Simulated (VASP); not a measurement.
Write the native input for VASP 6.6.1 that does the following.

```
Task                   : single point
Functional             : PBEsol
Potentials or basis    : VASP PAW PBE potentials, release 64 (Fe, Si, C)
Cutoff                 : 450 eV
k mesh                 : 3 × 4 × 4
Occupations            : gaussian, width 0.03 eV
Spin                   : collinear spin, ferromagnetic start
Starting moments       : [1.0, 0.0, 0.0, 0.0, 0.0, 0.0, 0.0, 0.0, 0.0, 0.0, 0.0, 0.0, 0.0, 0.0, 0.0, 0.0, 0.0, 0.0, 0.0, 0.0, 0.0, 0.0, 0.0, 0.0] μB
Fixed moment           : 1 μB
Hubbard terms          : Fe d U = 4 eV
Dq                     : -1
Further INCAR settings : LREAL = Auto; ALGO = Normal; EDIFF = 1e-05; ISYM = 0; NELECT = 101.0
```

The structure of FeSi11C12 (a cell with a defect) lies in POSCAR:

```
FeSi11C12                               
1.0
    0.0000000000      6.5370000000      6.5370000000
    4.3580000000      0.0000000000      4.3580000000
    4.3580000000      4.3580000000      0.0000000000
  Fe              Si              C             
     1    11    12
Direct
     0.0014426982736218    0.9999674175892752    0.9996701543957998
     0.0002501479209891    0.0006558600684575    0.4993506969070062
     0.0002740497150699    0.4991155603079518    0.0003934854087505
     0.0004546111192604    0.4993240942277991    0.4989638586073171
     0.3308759468095820    0.0020793962012043    0.0021777927475645
     0.3322824080490621    0.0016360398121468    0.5002346043988238
     0.3323566674867452    0.5001527713195035    0.0014288981992517
     0.3322889740247392    0.5008588571771860    0.5007691124405781
     0.6691918106744846    0.0004835151855716    0.9991698012097605
     0.6667501266784950    0.0022030050034965    0.4973455438815899
     0.6667257552931043    0.4988462358049062    0.0003032393509514
     0.6673761322287579    0.5002479504679544    0.4987638458389540
     0.0846063698479886    0.1286249265644555    0.1294230186430199
     0.0852925760525035    0.1277664406374054    0.6148557970433272
     0.0854721434505047    0.6149238173565778    0.1274983762192713
     0.0829091962669853    0.6252316738002629    0.6249949168388073
     0.4198567580295248    0.1234831983970744    0.1233971066500102
     0.4155965398179217    0.1257105184145418    0.6271267405299294
     0.4155830341517829    0.6271761025516286    0.1254707758680478
     0.4171961944337902    0.6251401037723358    0.6249011014358057
     0.7421088830809043    0.1302173165564293    0.1285232331829928
     0.7499728705826509    0.1255691894249829    0.6243210376163504
     0.7499449837039902    0.6254710851801376    0.1240629551183708
     0.7493061223075540    0.6265209241787161    0.6246179074677017
```

One way to write it, as run:

INCAR

```
PREC = Accurate ; ENCUT = 450
EDIFF = 1E-5 ; ISMEAR = 0
SIGMA = 0.03 ; LREAL = Auto
LASPH = True ; NELM = 120
ALGO = Normal ; ISIF = 2
LWAVE = False ; LCHARG = False
ISPIN = 2 ; MAGMOM = 1 0 0 0 0 0 0 0 0 0 0 0 0 0 0 0 0 0 0 0 0 0 0 0
LORBIT = 11 ; NUPDOWN = 1
LMAXMIX = 4 ; LDAU = True
LDAUTYPE = 2 ; LDAUL = 2 -1 -1
LDAUU = 4 0 0 ; LDAUJ = 0 0 0
LDAUPRINT = 1 ; GGA = PS
NELECT = 101.0 ; ISYM = 0
```

KPOINTS

```
regular mesh
0
Gamma
  3 4 4
```

Potentials or basis: VASP PAW PBE potentials, release 64 (Fe, Si, C).

Run with:

```bash
$ cat potpaw_PBE.64/Fe/POTCAR potpaw_PBE.64/Si/POTCAR potpaw_PBE.64/C/POTCAR > POTCAR
$ mpirun -np 1 vasp_std > vasp.out
```

Results of the run:

```
Largest force                                         : 0.123 eV/Å
Net moment                                            : 1.00 μB per cell
Site moments                                          : Fe +1.31; Si +0.01, +0.00; C -0.09, +0.00, -0.01, -0.00, -0.07 μB
Valence electrons inside the program's atomic spheres : Fe 7.68; Si 1.71, 1.70, 1.69; C 2.53, 2.52, 2.54, 2.55
```

Caveat: the PAW data sets were made with another functional, which shifts forces and pressure a little; the total moment is fixed, so each spin has its own Fermi level; the U is typed as a test and isn't derived for this compound.

It took 59 min on 1 thread of Intel(R) Xeon(R) Platinum 8259CL CPU @ 2.50GHz (Skylake/Cascade Lake), on a shared host, peak memory 0.74 GiB.
